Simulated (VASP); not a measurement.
A convergence study with VASP on Na2S (antifluorite): a few settings are varied, all else stays as given below, so the limit is that of these other settings. The cell's lengths are 1 % over those of the tabulated start and one atom is moved, so it is off equilibrium.

```yaml
crystal:
  lattice:
    - [0.00000, 3.30270, 3.30270]
    - [3.30270, 0.00000, 3.30270]
    - [3.30270, 3.30270, 0.00000]
  atoms:
    - { symbol: Na, position: [0.25000, 0.25000, 0.25000] }
    - { symbol: Na, position: [0.75000, 0.75000, 0.75000] }
    - { symbol: S, position: [0.99083, 0.00917, 0.00917] }
```

Computed with PBE GGA, VASP's PBE PAW potentials (set 64) (plane waves; VASP). The last row used: 900 eV cut-off, 5×5×5 Γ-centred mesh, Gaussian smearing of 0.050 eV, potentials Na_pv S_h.

Gaps are read on the run's mesh, which can miss a band edge. Energies of different potentials or hybrids have different zeros.

| setting | E (eV/atom) | pressure (GPa) | largest force (eV/Å) | gap on the mesh (eV) | plane waves |
|---|---|---|---|---|---|
| ENCUT = 300, POTCAR Na_pv S | -3.3230 | -0.51 | 0.155 | 2.386 | 872 |
| ENCUT = 400, POTCAR Na_pv S | -3.3231 | -0.58 | 0.154 | 2.387 | 1363 |
| ENCUT = 520, POTCAR Na_pv S | -3.3232 | -0.41 | 0.154 | 2.388 | 1956 |
| ENCUT = 700, POTCAR Na_pv S | -3.3232 | -0.40 | 0.154 | 2.389 | 3071 |
| ENCUT = 900, POTCAR Na_pv S | -3.3232 | -0.39 | 0.154 | 2.389 | 4477 |
| ENCUT = 300, POTCAR Na S | -3.3402 | -0.90 | 0.148 | 2.380 | 872 |
| ENCUT = 400, POTCAR Na S | -3.3404 | -0.82 | 0.148 | 2.381 | 1363 |
| ENCUT = 520, POTCAR Na S | -3.3406 | -0.83 | 0.148 | 2.381 | 1956 |
| ENCUT = 700, POTCAR Na S | -3.3406 | -0.82 | 0.148 | 2.381 | 3071 |
| ENCUT = 900, POTCAR Na S | -3.3406 | -0.82 | 0.148 | 2.381 | 4477 |
| ENCUT = 300, POTCAR Na_sv S | 9.0589 | -625.08 | 0.117 | 2.486 | 872 |
| ENCUT = 400, POTCAR Na_sv S | -2.0095 | -161.77 | 0.152 | 2.468 | 1363 |
| ENCUT = 520, POTCAR Na_sv S | -3.2465 | -31.38 | 0.154 | 2.404 | 1956 |
| ENCUT = 700, POTCAR Na_sv S | -3.3255 | -1.26 | 0.154 | 2.387 | 3071 |
| ENCUT = 900, POTCAR Na_sv S | -3.3252 | -0.76 | 0.154 | 2.387 | 4477 |
| ENCUT = 300, POTCAR Na_pv S_h | -3.3247 | -0.58 | 0.155 | 2.384 | 872 |
| ENCUT = 400, POTCAR Na_pv S_h | -3.3235 | -0.68 | 0.154 | 2.388 | 1363 |
| ENCUT = 520, POTCAR Na_pv S_h | -3.3235 | -0.43 | 0.154 | 2.388 | 1956 |
| ENCUT = 700, POTCAR Na_pv S_h | -3.3235 | -0.40 | 0.154 | 2.389 | 3071 |
| ENCUT = 900, POTCAR Na_pv S_h | -3.3234 | -0.40 | 0.154 | 2.389 | 4477 |

Left out are rungs that failed or repeat a setting and relaxations that didn't move; long series are thinned to 24 rows.

The compound is Na2S in the antifluorite structure. The cell was not relaxed at this level, it is distorted from the ideal structure.
